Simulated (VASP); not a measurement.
Data:

```
CELL_PARAMETERS angstrom
      2.10430    -3.64476     0.00000
      2.10430     3.64476     0.00000
      0.00000     0.00000     6.83961
ATOMIC_POSITIONS crystal
  Cd 0.66667 0.33333 0.50001
  Cd 0.33333 0.66667 0.00001
  S  0.66667 0.33333 0.87699
  S  0.33333 0.66667 0.37699
```

These are PBE GGA, VASP's PBE PAW potentials (set 64) (plane waves; VASP) values and carry that method's errors. Settings: 500 eV cut-off, 6×6×4 Γ-centred mesh, Gaussian smearing of 0.050 eV, potentials Cd S.

Problem. Predict the energy per atom (σ→0), band gap (on the k-mesh) with the smallest direct gap where there is one.

Solution. 
The band gap (on the k-mesh) is 1.10 eV. The smallest direct gap (on the k-mesh) is 1.10 eV and the energy per atom (σ→0) is -3.074 eV/atom.

Only differences to runs with the same potentials and settings are physical.

The compound is CdS in the wurtzite structure. It was relaxed first, which changed the volume by +5 %.
